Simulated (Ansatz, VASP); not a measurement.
# InF in two plane-wave programs, part 2 of 2

One calculation is typed for both programs; each brings its own data sets. How far apart do they land? The cell is generated by rule, not measured, and may not be a known phase. The cell is taken from a series of runs on this material, whose earlier steps may have relaxed, scaled, displaced or heated it; both programs get it as it stands.

VASP 6.6.1 and Ansatz 0.2.0.

So far. Step 3 (Ansatz: single point, PBEsol, pair 1): The run ends at a pressure of 0.19 GPa, with forces up to 0.12 eV/Å. Step 5 (VASP: single point, PBEsol, pair 2): The run ends at a pressure of 0.32 GPa, with forces up to 0.15 eV/Å.

The structure was built from a prototype and need not be the compound's stable phase.

### 6. Ansatz: single point, PBEsol, pair 2

Level of this step: Ansatz beside VASP: Kohn-Sham DFT, plane waves, PBEsol (Ansatz).

The same cell, functional, mesh and smearing now go to Ansatz, which takes its cutoff from its data sets.

The cell is taken from a series of runs on this material, whose earlier steps may have relaxed, scaled, displaced or heated it; both programs get it as it stands.

Contents of input.yaml:

```yaml
crystal:
  lattice:
    - [3.271261715, 0.0, 0.0]
    - [0.0, 3.271261715, 0.0]
    - [0.0, 0.0, 3.271261715]
  atoms:
    - { symbol: In, position: [0.0, -0.0111279332, 0.0] }
    - { symbol: F, position: [0.5, 0.5672523384, 0.5] }
kpoints:
  mp_grid: { grid: [16, 16, 16] }
hamiltonian:
  xc: pbesol
scf:
  occupations: { method: methfessel_paxton, width: 0.2 }
output:
  forces: true
  stress: true
  eigenvalues: true
```

Started as:

```
$ ansatz run input.yaml --threads 4 --pin off --max-ram 7168MiB --backend cpu --events-out ev --progress --plain --runs-dir out
```

Numbers of over 12 decimals in the logs are rounded to 6 here.

The log of the run:

```text
[...]
Crystal: 2 atoms, lattice volume = 35.006 Å³
Basis set: ecut = 420 eV, 691 PW (Γ), exchange–correlation on 48×48×48 points (8 copies of the dense FFT grid, shifted against one another)
Bands: 14, of which v1, the nominal top of the filled ones, is band 10 counted from 1 (9 counted from 0)
Symmetry: 8 space group operations
[...]
k-points: 405 of 4096 (time reversal used)
[...]
--- Band table (eV; the first three rows and the last of 405) ---
  k-point 0: bands = [... 6 lower, 1.9687, 4.0517, 4.0517, 4.1695, 15.9217, 16.5845, 16.5845, 17.4275]
  k-point 1: bands = [... 6 lower, 1.9253, 4.0628, 4.0951, 4.2048, 15.5602, 16.0884, 16.5945, 17.9387]
  k-point 2: bands = [... 6 lower, 1.8118, 4.0964, 4.1531, 4.3723, 14.3390, 16.1420, 16.6228, 18.1130]
  k-point 404: bands = [... 6 lower, 3.6218, 3.6218, 3.7475, 9.3339, 10.1601, 10.3330, 10.3330, 18.9095]
[key lines of the parts left out:]
SCF converged after 6 iterations
Free energy (F): -6325.910288 eV
Fermi energy:    8.266926 eV
P = ⅓ Tr σ = 0.4739 GPa (4.739 kbar)
```

The run ends at a pressure of 0.47 GPa, with forces up to 0.16 eV/Å.

### 7. Differences

Compared:

| quantity | Ansatz | VASP | difference |
| --- | --- | --- | --- |
| pressure (GPa) | 0.47 | 0.32 | +0.16 |

Forces (eV/Å; atoms numbered as in POSCAR):

| atom | Ansatz x, y, z | VASP x, y, z |
| --- | --- | --- |
| In1 | 0.000, -0.157, 0.000 | 0.000, -0.150, 0.000 |
| F2 | 0.000, 0.157, 0.000 | 0.000, 0.150, 0.000 |

The forces differ by 4.1 meV/Å r.m.s., which is 4.7 % of the r.m.s. force of 0.087 eV/Å (both taken over all components).

### 8. Ansatz: single point, PBEsol, pair 3

With cell and atoms fixed, the geometry can't cause a difference; cores, projectors, grids and the points listed under the comparison can.

The cell is taken from a series of runs on this material, whose earlier steps may have relaxed, scaled, displaced or heated it; both programs get it as it stands.

input.yaml, the sections that differ from step 6:

```yaml
crystal:
  lattice:
    - [3.271261715, 0.0, 0.0]
    - [0.0, 3.271261715, 0.0]
    - [0.0, 0.0, 3.271261715]
  atoms:
    - { symbol: In, position: [0.0, -0.0161860847, 0.0] }
    - { symbol: F, position: [0.5, 0.5978215832, 0.5] }
# kpoints, hamiltonian, scf, output: as in step 6
```

The log of the run:

```text
[...]
Crystal: 2 atoms, lattice volume = 35.006 Å³
Basis set: ecut = 420 eV, 691 PW (Γ), exchange–correlation on 48×48×48 points (8 copies of the dense FFT grid, shifted against one another)
Bands: 14, of which v1, the nominal top of the filled ones, is band 10 counted from 1 (9 counted from 0)
Symmetry: 8 space group operations
[...]
k-points: 405 of 4096 (time reversal used)
[...]
--- Band table (eV; the first three rows and the last of 405) ---
  k-point 0: bands = [... 6 lower, 1.9975, 3.9275, 3.9275, 4.1667, 15.5962, 16.6522, 16.6522, 17.4237]
  k-point 1: bands = [... 6 lower, 1.9450, 3.9392, 3.9795, 4.1998, 15.4591, 15.9400, 16.6593, 18.0703]
  k-point 2: bands = [... 6 lower, 1.8104, 3.9742, 4.0682, 4.3506, 14.3841, 15.8888, 16.6795, 18.4366]
  k-point 404: bands = [... 6 lower, 3.4468, 3.4468, 3.7006, 9.3247, 10.1820, 10.5374, 10.5374, 18.7627]
[key lines of the parts left out:]
SCF converged after 6 iterations
Free energy (F): -6325.929394 eV
Fermi energy:    8.329284 eV
P = ⅓ Tr σ = 0.9982 GPa (9.982 kbar)
```

The run ends at a pressure of 1.00 GPa, with forces up to 0.16 eV/Å.

### 9. VASP: single point, PBEsol, pair 3

The same cell, functional, mesh and smearing now go to VASP, with its own data sets.

Contents of INCAR:

```
SYSTEM = InF
PREC = Accurate
ENCUT = 600
EDIFF = 1E-06
NELM = 120
ISMEAR = 1
SIGMA = 0.2
LREAL = .FALSE.
ALGO = Normal
GGA = PS
NBANDS = 16
LORBIT = 11
LWAVE = .FALSE.
LCHARG = .FALSE.
ISIF = 2
LASPH = .TRUE.
GGA_COMPAT = .FALSE.
KPAR = 2
```

Contents of POSCAR:

```
InF
1.0
    3.2712617150      0.0000000000      0.0000000000
    0.0000000000      3.2712617150      0.0000000000
    0.0000000000      0.0000000000      3.2712617150
In F
1 1
Direct
    0.0000000000      0.9838139153      0.0000000000
    0.5000000000      0.5978215832      0.5000000000
```

Contents of KPOINTS:

```
Automatic mesh
0
Gamma
16 16 16
0 0 0
```

Potentials, in the order of the species: In_d and F (PBE family, release 64).

Started as:

```
$ mpirun -np 2 vasp_std
```

The log of the run:

```text
[... set-up lines as in an earlier step ...]
 entering main loop
       N       E                     dE             d eps       ncg     rms          rms(c)
DAV:   1     0.166153808533E+03    0.16615E+03   -0.11246E+04 13120   0.182E+03
DAV:   2     0.316377397180E+01   -0.16299E+03   -0.15488E+03 14640   0.401E+02
DAV:   3    -0.847723647200E+01   -0.11641E+02   -0.11600E+02 15400   0.104E+02
DAV:   4    -0.872322373866E+01   -0.24599E+00   -0.24594E+00 15584   0.154E+01
[...]
DAV:  11    -0.783122676473E+01   -0.26570E-04   -0.74553E-05 16992   0.769E-02    0.266E-02
DAV:  12    -0.783122424815E+01    0.25166E-05   -0.13186E-05 18672   0.322E-02    0.160E-02
DAV:  13    -0.783122425566E+01   -0.75065E-08   -0.11207E-06 10128   0.111E-02
   1 F= -.78312243E+01 E0= -.78312894E+01  d E =0.195314E-03
```

Parts of OUTCAR (step 9):

```text
  Total        0.2116884      0.1425710      0.2116884      0.0000000      0.0000000      0.0000000
  in kB        9.6886180      6.5252313      9.6886180      0.0000000      0.0000000      0.0000000
  external PRESSURE =       8.6341558 kB  Pullay stress =       0.0000000 kB

 POSITION                                       TOTAL-FORCE (eV/Angst)
 -----------------------------------------------------------------------------------
      0.00000      3.21831      0.00000         0.000000     -0.152806      0.000000
      1.63563      1.95563      1.63563         0.000000      0.152806     -0.000000
 -----------------------------------------------------------------------------------
    total drift:                                0.000000     -0.000186      0.000001

  FREE ENERGIE OF THE ION-ELECTRON SYSTEM (eV)
  ---------------------------------------------------
  free  energy   TOTEN  =        -7.8312242557 eV

  energy  without entropy=       -7.8314195698  energy(sigma->0) =       -7.83128936

[... 2 parts as in an earlier step ...]

[... 1 further part left out ...]
[key lines of the parts left out:]
E-fermi :   5.5529
```

The run ends at a pressure of 0.86 GPa, with forces up to 0.15 eV/Å.

### 10. Side by side

Both answers:

| quantity | Ansatz | VASP | difference |
| --- | --- | --- | --- |
| pressure (GPa) | 1.00 | 0.86 | +0.13 |

Forces (eV/Å; atoms numbered as in POSCAR):

| atom | Ansatz x, y, z | VASP x, y, z |
| --- | --- | --- |
| In1 | 0.000, -0.162, 0.000 | 0.000, -0.153, 0.000 |
| F2 | 0.000, 0.162, 0.000 | 0.000, 0.153, 0.000 |

The forces differ by 5.4 meV/Å r.m.s., which is 6.1 % of the r.m.s. force of 0.088 eV/Å (both taken over all components).

### 11. Summary of results

```yaml
r_m_s_force_difference_single_point_pbesol_pair_1: 3.2 meV/Å
r_m_s_force_difference_single_point_pbesol_pair_2: 4.1 meV/Å
r_m_s_force_difference_single_point_pbesol_pair_3: 5.4 meV/Å
```

**Reading.** The r.m.s. force difference is 5.4 meV/Å (single point, PBEsol, pair 3), within the 12 meV/Å picked in this series as the mark of a large difference. 5 further runs of this series are not shown here. How closely two codes agree says nothing of how well the functional describes the real material.

[Lines on the potential files, build, host, timing and source positions are cut from VASP's logs without a mark.]

[Logs are printed without paths, hosts, clocks, repeated set-up lines and the standing remarks that a program may print on its own settings, such as how far it seeks lower states.]

[Hosts, paths, dates, database ids (printed as entryN), source tags and the programs' standing remarks are cut or masked in the printed files.]
